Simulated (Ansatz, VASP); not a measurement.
# Two plane-wave programs on WF2

```
W F
1.0
     0.00000    2.57468    2.57468
     2.57468    0.00000    2.57468
     2.57468    2.57468    0.00000
W F
1 2
Direct
  0.00000 0.00000 0.00000
  0.25000 0.25000 0.25000
  0.75000 0.75000 0.75000
```

The cell was built by a generator and needn't be a form met in nature.

Alike in both runs: task relaxation of cell and atoms; functional PBEsol; k mesh 14 × 14 × 14; occupations gaussian, width 0.1 eV; no spin polarisation.

|  | VASP | Ansatz |
| --- | --- | --- |
| version | VASP 6.6.1 | Ansatz 0.2.0 |
| potentials or method | VASP PAW PBE potentials, release 64 (W_sv, F) | scalar-relativistic, plane waves, PAW |
| plane-wave cutoff (eV) | 600 | 420 |
| valence electrons in the cell | 28 | 28 |

Ansatz gave:

| Quantity | Value |
| --- | --- |
| gap on the k mesh at the Fermi level, each at its own relaxed structure (eV) | none |
| relaxed volume (Å³/atom) | 11.39 |
| relaxed cell length with the largest relative difference (Å) | 3.643 |

Which values does VASP return?

gap on the k mesh at the Fermi level, each at its own relaxed structure (eV): none; relaxed volume (Å³/atom): 11.45; relaxed cell length with the largest relative difference (Å): 3.649.

A gap of «none» marks a metal or a gap that the smearing closes.

Caveats: the PAW data sets were made with another functional, which shifts forces and pressure a little (VASP). The runs have no spin-orbit coupling, so splittings on W are missing.
